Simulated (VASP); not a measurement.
Data:

```yaml
crystal:
  lattice:
    - [1.59850, -2.76869, 0.00000]
    - [1.59850, 2.76869, 0.00000]
    - [0.00000, 0.00000, 5.37594]
  atoms:
    - { symbol: Ti, position: [0.00000, 0.00000, 0.00000] }
    - { symbol: Se, position: [0.33333, 0.66667, 0.29493] }
    - { symbol: Se, position: [0.66667, 0.33333, 0.70507] }
```

The numbers are results of PBE GGA, VASP's PBE PAW potentials (set 64) (plane waves; VASP 6.6.1), not measurements. Numerical set-up: 500 eV cut-off, 11×11×6 Γ-centred mesh, first-order Methfessel-Paxton smearing of 0.10 eV, potentials Ti_sv Se.

Without a dispersion term in the relaxation, distances and binding between the weakly bound layers, chains or molecules are unreliable, and so is what depends on them.

**Question.** Predict the energy per atom (σ→0), pressure, band gap (on the k-mesh) with the smallest direct gap where there is one.

**Answer.** 
The band gap (on the k-mesh) is none (metal, semimetal or under 0.01 eV). The energy per atom (σ→0) comes out as -5.639 eV/atom and the pressure is 29.97 GPa.

The absolute energy has meaning only against runs of the same code, potentials and settings.

The compound is TiSe2 in the 1T layered structure. It was relaxed first under an external pressure of 30 GPa.
